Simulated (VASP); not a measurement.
Given:

```
CELL_PARAMETERS angstrom
      4.41143     0.00000     0.00000
      0.00000     4.41143     0.00000
      0.00000     0.00000     2.93650
ATOMIC_POSITIONS crystal
  Mg 0.00000 0.00000 0.00000
  Mg 0.50000 0.50000 0.50000
  F  0.30180 0.30180 0.00000
  F  0.80180 0.19820 0.50000
  F  0.19820 0.80180 0.50000
  F  0.69820 0.69820 0.00000
```

Calculation: LDA (Ceperley-Alder, Perdew-Zunger), VASP's LDA PAW potentials (set 64) (plane waves; VASP). Numerical set-up: 620 eV cut-off, 5×5×8 Γ-centred mesh, Gaussian smearing of 0.050 eV, potentials Mg F.

Energy and stress use the plane-wave basis of the starting cell.

Q: The ions, cell shape and volume at an external pressure of 20.0 GPa are relaxed. Which structure does the run end with?

A: 
```
CELL_PARAMETERS angstrom
      4.32795     0.00000     0.00000
      0.00000     4.32795     0.00000
      0.00000     0.00000     2.88819
ATOMIC_POSITIONS crystal
  Mg 0.00000 0.00000 0.00000
  Mg 0.50000 0.50000 0.50000
  F  0.30130 0.30130 0.00000
  F  0.80130 0.19870 0.50000
  F  0.19870 0.80130 0.50000
  F  0.69870 0.69870 0.00000
```
Space group P4_2/mnm (136), at a tolerance of 0.03 Å.

Q: How do energy and volume change from the first to the last step?

A: The energy (σ→0) changes by +47.4 meV/atom and the volume by -5.3 %, in 5 ionic steps.

| step | E(σ→0) (eV) | max force (eV/Å) | pressure (GPa) | volume (Å³) |
|---|---|---|---|---|
| 1 | -34.9529 | 0.002 | 10.14 | 57.15 |
| 2 | -34.4228 | 0.114 | 27.15 | 52.44 |
| 3 | -34.6781 | 0.068 | 19.96 | 54.18 |
| 4 | -34.6708 | 0.069 | 20.20 | 54.12 |
| 5 | -34.6686 | 0.018 | 20.22 | 54.10 |

The compound is MgF2 in the rutile structure. This run relaxes it under an external pressure of 20 GPa. Symmetry was kept, so distortions that lower it aren't found.
